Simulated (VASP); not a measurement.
An input for Ansatz (written as the equivalent of a VASP run, and not itself run):

Ansatz 0.2 input:
```yaml
crystal:
  lattice:
    - [4.6242900, 0.0000000, 0.0000000]
    - [-2.3121450, 4.0047520, 0.0000000]
    - [0.0000000, 0.0000000, 6.4451280]
  atoms:
    - { symbol: Sc, position: [0.0000000, 0.0000000, 0.0000000] }
    - { symbol: Sc, position: [0.0000000, 0.0000000, 0.5000000] }
    - { symbol: Bi, position: [0.3333330, 0.6666670, 0.2500000] }
    - { symbol: Bi, position: [0.6666670, 0.3333330, 0.7500000] }
kpoints:
  mp_grid: { grid: [5, 5, 3] }
hamiltonian:
  xc: pbe
  pseudopotentials: { kind: paw }
magnetization: { noncollinear: true, spin_orbit: true }
scf:
  occupations: { method: fermi_dirac, width: 0.1 }
  max_iter: 100
output: { forces: true, stress: true, eigenvalues: true }
```

Q: Write the VASP files for the same calculation (PBE+SOC).

A: One answer among several that fit: 
### KPOINTS
```
Automatic mesh
0
Gamma
5 5 3
0 0 0
```

**POSCAR**
```
ScBi
1
    4.6242900000     0.0000000000     0.0000000000
   -2.3121450000     4.0047520000     0.0000000000
    0.0000000000     0.0000000000     6.4451280000
Sc Bi
2 2
Direct
  0.0000000000   0.0000000000   0.0000000000
  0.0000000000   0.0000000000   0.5000000000
  0.3333330000   0.6666670000   0.2500000000
  0.6666670000   0.3333330000   0.7500000000
```

### INCAR
```
LWAVE = F
GGA_COMPAT = F
ALGO = Normal   ! blocked Davidson
ISIF = 2   ! forces and stress, cell fixed
ISMEAR = -1   ! Fermi-Dirac
EDIFF = 1E-6
SIGMA = 0.1   ! width (eV)
ENCUT = 300
GGA = PE
LCHARG = F
NELM = 100   ! most electronic steps
PREC = Accurate
LSORBIT = T
MAGMOM = 0.0 0.0 0.0 0.0 0.0 0.0 0.0 0.0 0.0 0.0 0.0 0.0
LNONCOLLINEAR = T
LASPH = T
LORBIT = 11   ! lm-projected
SYSTEM = ScBi
LREAL = F   ! projection in real space or not
LMAXMIX = 4
```

POTCAR, in this order: Sc_sv Bi_d (PBE.64 set). Program: vasp_ncl.

Limits of the translation: each code has its own PAW files, so the cut-off isn't converted (ENCUT is set for VASP's; basis.ecutwfc is left out, and Ansatz then takes the one that its files recommend); Ansatz stops its SCF on the density residual and VASP on the energy change (EDIFF).

The structure was generated: ScBi was put into an ordered model structure, which need not be its known phase. The cell was not relaxed at this level. The k-mesh is coarse (spacing up to 0.32 per Å, 2π included), so the numbers may not be converged in it. The run is one of a series of settings (GGA_COMPAT = .FALSE., LNONCOLLINEAR = .TRUE., LSORBIT = .TRUE., MAGMOM = 0.0 0.0 0.0 0.0 0.0 0.0 0.0 0.0 0.0 0.0 0.0 0.0, program vasp_ncl against the base run), some of them coarse on purpose.
